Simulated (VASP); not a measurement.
A convergence study with VASP on Hf (hcp): one setting is varied, all else stays as given below, so the limit is that of these other settings.

```
Hf
1.0
    1.59500    -2.76262     0.00000
    1.59500     2.76262     0.00000
    0.00000     0.00000     5.05000
Hf
2
Direct
  0.33333   0.66667   0.25000
  0.66667   0.33333   0.75000
```

The numbers are results of LDA (Ceperley-Alder, Perdew-Zunger), VASP's LDA PAW potentials (set 64) (plane waves; VASP 6.6.1), not measurements. The tightest run used: 550 eV cut-off, 19×19×10 Monkhorst-Pack mesh, first-order Methfessel-Paxton smearing of 0.10 eV, potentials Hf_pv.

```tsv
setting	E (eV/atom)	pressure (GPa)	irreducible k-points
1×1×1 mesh	-9.9419	41.09	1
2×2×1 mesh	-10.6583	-7.13	2
3×3×2 mesh	-10.6556	-7.09	3
4×4×2 mesh	-10.7113	-6.97	6
5×5×3 mesh	-10.6650	-7.57	10
6×6×3 mesh	-10.6609	-6.88	24
7×7×4 mesh	-10.6550	-6.42	16
8×8×4 mesh	-10.6610	-7.27	40
```

Question: These are the cheaper rows. Estimate the results at 19×19×10 mesh, and how far the last row shown lies from them.

Answer: 
| quantity | tightest run | last row shown is off by |
|---|---|---|
| E (eV/atom) | -10.6621 | 0.0011 |
| pressure (GPa) | -7.10 | -0.16 |

Left out are rungs that failed or repeat a setting and relaxations that didn't move; long series are thinned to 24 rows.

The compound is Hf in the hcp structure. The cell was not relaxed at this level.
